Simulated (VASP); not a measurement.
```yaml
crystal:
  lattice:
    - [0.00000, 2.74108, 2.74108]
    - [2.74108, 0.00000, 2.74108]
    - [2.74108, 2.74108, 0.00000]
  atoms:
    - { symbol: Ag, position: [0.00000, 0.00000, 0.00000] }
    - { symbol: Cl, position: [0.50000, 0.50000, 0.50000] }
```

Method: AM05 GGA, VASP's PBE PAW potentials (set 64) (plane waves; VASP 6.6.1). Settings: 520 eV cut-off, Gaussian smearing of 0.050 eV, potentials Ag Cl.

Question: What does the run give for the band gap (along the path) with the smallest direct gap where there is one?

Answer: 
```yaml
band gap (along the path): 0.83 eV
smallest direct gap (along the path): 3.05 eV
```

The absolute energy has meaning only against runs of the same code, potentials and settings.

The compound is AgCl in the rock salt structure. It was relaxed first.
